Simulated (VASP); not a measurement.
Calculation: r2SCAN meta-GGA, VASP's PBE PAW potentials (set 64) (plane waves; VASP).

VASP ran on this input.

### INCAR
```
SYSTEM=InP
PREC=Accurate; ENCUT=400; LREAL=.False.
LASPH=.True.
EDIFF=1E-8; NELM=100; ALGO=Normal
LMAXMIX=4; LMIXTAU=.True.
ISMEAR=0; SIGMA=0.05
METAGGA=R2SCAN
IBRION=1; NSW=30; ISIF=2
EDIFFG=-0.001
LWAVE=.False.; LCHARG=.False.
```

**KPOINTS**
```
K-points
0
gamma
  7 7 7
0 0 0
```

### POSCAR
```
InP
1.0
  0.0000000000   2.9515182375   2.9515182375
  2.9515182375   0.0000000000   2.9515182375
  2.9515182375   2.9515182375   0.0000000000
In P
1 1
Cartesian
  0.0000000000   0.0000000000   0.0000000000
  1.4757591188   1.4757591188   1.4757591188
```

POTCAR, in this order: In_d P (PBE.64 set). Program: vasp_std.

The resulting files:

### OSZICAR
```
       N       E                     dE             d eps       ncg     rms          rms(c)
DAV:   1     0.790079986322E+02    0.79008E+02   -0.77419E+03   520   0.132E+03
DAV:   2    -0.283606539720E+02   -0.10737E+03   -0.10382E+03   550   0.300E+02
DAV:   3    -0.357029922419E+02   -0.73423E+01   -0.72993E+01   680   0.876E+01
DAV:   4    -0.358918523083E+02   -0.18886E+00   -0.18877E+00   631   0.157E+01
DAV:   5    -0.358998921936E+02   -0.80399E-02   -0.80395E-02   763   0.264E+00    0.726E+00
DAV:   6    -0.322808317339E+02    0.36191E+01   -0.22397E+00   610   0.385E+01    0.399E+00
DAV:   7    -0.322912167733E+02   -0.10385E-01   -0.67832E-01   570   0.126E+01    0.235E+00
DAV:   8    -0.322320754412E+02    0.59141E-01   -0.33072E-01   520   0.793E+00    0.130E+00
DAV:   9    -0.322415576399E+02   -0.94822E-02   -0.30296E-01   520   0.628E+00    0.523E-01
DAV:  10    -0.321987040005E+02    0.42854E-01   -0.52586E-02   530   0.249E+00    0.187E-01
DAV:  11    -0.322927841400E+02   -0.94080E-01   -0.60922E-02   525   0.254E+00    0.170E-01
DAV:  12    -0.322888165924E+02    0.39675E-02   -0.30265E-03   670   0.703E-01    0.635E-02
DAV:  13    -0.322937729023E+02   -0.49563E-02   -0.28381E-03   530   0.620E-01    0.597E-02
DAV:  14    -0.322937795976E+02   -0.66953E-05   -0.74881E-05   685   0.861E-02    0.391E-02
DAV:  15    -0.322938330109E+02   -0.53413E-04   -0.47301E-05   535   0.707E-02    0.165E-02
DAV:  16    -0.322938355471E+02   -0.25361E-05   -0.96170E-06   663   0.275E-02    0.938E-03
DAV:  17    -0.322938309912E+02    0.45558E-05   -0.79303E-07   535   0.830E-03    0.128E-02
DAV:  18    -0.322938538068E+02   -0.22816E-04   -0.16411E-05   540   0.552E-02    0.155E-02
DAV:  19    -0.322938594731E+02   -0.56663E-05   -0.16614E-06   555   0.180E-02    0.974E-03
DAV:  20    -0.322938589573E+02    0.51576E-06   -0.74186E-08   653   0.413E-03    0.665E-03
DAV:  21    -0.322938592313E+02   -0.27398E-06   -0.85523E-08   605   0.404E-03    0.339E-03
DAV:  22    -0.322938591229E+02    0.10839E-06   -0.93086E-08   545   0.538E-03    0.728E-04
DAV:  23    -0.322938593794E+02   -0.25644E-06   -0.23987E-08   530   0.212E-03    0.486E-04
DAV:  24    -0.322938592662E+02    0.11320E-06   -0.66126E-09   360   0.109E-03    0.269E-04
DAV:  25    -0.322938592891E+02   -0.22945E-07   -0.34919E-09   285   0.619E-04    0.347E-04
DAV:  26    -0.322938592683E+02    0.20828E-07   -0.62903E-10   280   0.346E-04    0.421E-04
DAV:  27    -0.322938592671E+02    0.12094E-08   -0.10191E-10   275   0.118E-04
   1 F= -.32293859E+02 E0= -.32293859E+02  d E =-.322939E+02
```

File OUTCAR:
```
------------------------ aborting loop because EDIFF is reached ----------------------------------------
  FORCE on cell =-STRESS in cart. coord.  units (eV):
  Direction    XX          YY          ZZ          XY          YZ          ZX
  --------------------------------------------------------------------------------------
  Total        0.0088824      0.0088824      0.0088824      0.0000000     -0.0000000      0.0000000
  in kB        0.2767410      0.2767410      0.2767410      0.0000000     -0.0000000      0.0000000
  external PRESSURE =       0.2767410 kB  Pullay stress =       0.0000000 kB
  volume of cell :       51.42
      direct lattice vectors                 reciprocal lattice vectors
     0.000000000  2.951518238  2.951518238    -0.169404340  0.169404340  0.169404340
     2.951518238  0.000000000  2.951518238     0.169404340 -0.169404340  0.169404340
     2.951518238  2.951518238  0.000000000     0.169404340  0.169404340 -0.169404340
  FREE ENERGIE OF THE ION-ELECTRON SYSTEM (eV)
  ---------------------------------------------------
  free  energy   TOTEN  =       -32.2938592671 eV

  energy  without entropy=      -32.2938592671  energy(sigma->0) =      -32.29385927

 reached required accuracy - stopping structural energy minimisation
```
(Selected blocks of OUTCAR.)

The compound is InP in the zinc blende structure. It was relaxed first. The start is the result of an earlier pass.
